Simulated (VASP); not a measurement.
Input:

```yaml
crystal:
  lattice:
    - [6.62130, 0.00000, 0.00000]
    - [0.00000, 6.62130, 0.00000]
    - [0.00000, 0.00000, 6.62130]
  atoms:
    - { symbol: Mg, position: [0.00000, 0.00000, 0.00000] }
    - { symbol: Te, position: [0.24677, 0.24677, 0.24677] }
    - { symbol: Te, position: [0.75323, 0.75323, 0.24677] }
    - { symbol: Te, position: [0.75323, 0.24677, 0.75323] }
    - { symbol: Te, position: [0.24677, 0.75323, 0.75323] }
    - { symbol: Hg, position: [0.50000, 0.50000, 0.00000] }
    - { symbol: Hg, position: [0.50000, 0.00000, 0.50000] }
    - { symbol: Hg, position: [0.00000, 0.50000, 0.50000] }
```

Level of theory: PBE GGA, VASP's PBE PAW potentials (set 64) (plane waves; VASP). Run with 400 eV cut-off, Gaussian smearing of 0.050 eV, potentials Mg Te Hg.

Task: Give the energies of bands 23 to 36 at the high-symmetry points, in eV from the Fermi level.

Result: 
```csv
band,Γ,X,M,R
23,-1.77,-2.19,-2.91,-3.71
24,-1.77,-2.16,-2.06,-0.92
25,-1.77,-2.02,-1.92,-0.92
26,-1.68,-2.02,-1.92,-0.92
27,-1.68,-1.98,-1.92,-0.63
28,-1.68,-1.11,-0.82,-0.63
29,-0.10,-1.11,-0.82,-0.57
30,0.00,-0.84,-0.77,-0.57
31,0.00,-0.84,-0.51,-0.57
32,0.00,2.04,2.12,0.90
33,1.80,2.16,2.26,0.90
34,1.80,3.15,2.26,0.90
35,2.79,3.37,3.62,2.60
36,2.79,3.38,5.04,4.85
```

It has no gap at this level: it comes out as a metal or semimetal.

The structure was generated: Hg3MgTe4 was put into an ordered model structure (P-43m), which need not be its known phase. It was relaxed first, which changed the volume by +8 %.
